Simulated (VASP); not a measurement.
TaSi2 (space group P6_222): computed properties

These are r2SCAN meta-GGA, VASP's PBE PAW potentials (set 64) (plane waves; VASP) values and carry that method's errors.

- space group = P6_222 (180)
- cell = a = 4.7770 Å, b = 4.7770 Å, c = 6.5670 Å, α = 90.00°, β = 90.00°, γ = 120.00°
- volume per atom = 14.42 Å³/atom
- band gap (over mesh and band path) = none (metal, semimetal or under 0.01 eV)
- density = 9.10 g/cm³

```cif
data_Si6Ta3
_chemical_formula_sum 'Ta3 Si6'
_space_group_name_H-M_alt 'P 1'
_space_group_IT_number 1
_cell_length_a 4.77700
_cell_length_b 4.77700
_cell_length_c 6.56698
_cell_angle_alpha 90.000
_cell_angle_beta 90.000
_cell_angle_gamma 120.000
loop_
_space_group_symop_operation_xyz
  'x, y, z'
loop_
_atom_site_label
_atom_site_type_symbol
_atom_site_fract_x
_atom_site_fract_y
_atom_site_fract_z
_atom_site_occupancy
Ta1 Ta 0.00000 0.50000 0.16667 1
Ta2 Ta 0.50000 0.00000 0.50000 1
Ta3 Ta 0.50000 0.50000 0.83333 1
Si1 Si 0.84137 0.68274 0.50000 1
Si2 Si 0.15863 0.84137 0.83333 1
Si3 Si 0.31726 0.15863 0.16667 1
Si4 Si 0.15863 0.31726 0.50000 1
Si5 Si 0.84137 0.15863 0.83333 1
Si6 Si 0.68274 0.84137 0.16667 1
```

Unless said otherwise, spin-orbit coupling is left out, though it shifts the bands of the heavy elements here.

The structure comes from a computed database's TaSi2 entry (P6_222); how it stands against other phases isn't given here. It was relaxed first. Symmetry was kept, so distortions that lower it aren't found. The electron count is odd and the run is not spin-polarised, which forces a metal.
